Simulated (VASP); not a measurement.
An input for Ansatz (written as the equivalent of a VASP run, and not itself run):

Ansatz 0.2 input:
```yaml
crystal:
  lattice:
    - [0.0000000, 2.1950000, 2.1950000]
    - [2.1950000, 0.0000000, 2.1950000]
    - [2.1950000, 2.1950000, 0.0000000]
  atoms:
    - { symbol: Nb, position: [0.0000000, 0.0000000, 0.0000000] }
    - { symbol: N, position: [0.5000000, 0.5000000, 0.5000000] }
kpoints:
  mp_grid: { grid: [13, 13, 13] }
hamiltonian:
  xc: pbesol
  pseudopotentials: { kind: paw }
scf:
  occupations: { method: methfessel_paxton, width: 0.1 }
  max_iter: 100
relax:
  max_steps: 60
  f_tol: 0.01
  cell: {}
output: { forces: true, stress: true, eigenvalues: true }
```

Problem. Write the VASP files for the same calculation (PBEsol).

Solution. Several could match; the one computed here: 
KPOINTS:
```
Automatic mesh
0
Gamma
13 13 13
0 0 0
```

INCAR:
```
# general
SYSTEM  = NbN
PREC    = Accurate
ENCUT   = 530   # plane-wave cut-off (eV)
LREAL   = .FALSE.
LASPH   = .TRUE.

# electronic loop
EDIFF   = 1E-6   # SCF stop (eV)
NELM    = 100   # most electronic steps
ALGO    = Normal   # blocked Davidson
LMAXMIX = 4   # l cut-off of mixed one-centre charges

# smearing
ISMEAR  = 1
SIGMA   = 0.1

# functional
GGA     = PS

# ions
IBRION  = 2   # conjugate gradients
NSW     = 60
ISIF    = 3
EDIFFG  = -0.01

# output
LWAVE   = .FALSE.
LCHARG  = .FALSE.
```

POSCAR:
```
NbN
1
    0.0000000000     2.1950000000     2.1950000000
    2.1950000000     0.0000000000     2.1950000000
    2.1950000000     2.1950000000     0.0000000000
Nb N
1 1
Direct
  0.0000000000   0.0000000000   0.0000000000
  0.5000000000   0.5000000000   0.5000000000
```

POTCAR, in this order: Nb_sv N (PBE.64 set). Program: vasp_std.

What does not carry over: each code has its own PAW files, so the cut-off isn't converted (ENCUT is set for VASP's; basis.ecutwfc is left out, and Ansatz then takes the one that its files recommend); Ansatz stops its SCF on the density residual and VASP on the energy change (EDIFF).

The compound is NbN in the rock salt structure, the cubic δ form, which competes with hexagonal ones. This run relaxes it. Symmetry was kept, so distortions that lower it aren't found.
